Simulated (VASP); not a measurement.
Consider the following.

```xyz
4
Lattice="1.6069 -2.7832 0.0000 1.6069 2.7832 0.0000 0.0000 0.0000 5.2339" Properties=species:S:1:pos:R:3 pbc="T T T"
Ga     1.6069    -0.9277     2.6174
Ga     1.6069     0.9277     0.0005
N      1.6069    -0.9277     4.5896
N      1.6069     0.9277     1.9727
```

Calculation: PBEsol GGA, VASP's PBE PAW potentials (set 64) (plane waves; VASP). Run with 520 eV cut-off, 10×10×5 Γ-centred mesh, Gaussian smearing of 0.050 eV, potentials Ga_d N.

Q: Predict the energy per atom (σ→0), pressure.

A: 
```
Property                       Result
---------------------  --------------
energy per atom (σ→0)  -6.561 eV/atom
pressure                    -5.27 GPa
```

Only differences to runs with the same potentials and settings are physical.

The compound is GaN in the wurtzite structure. This cell is one point of a volume scan, at 1.03 of the reference volume.
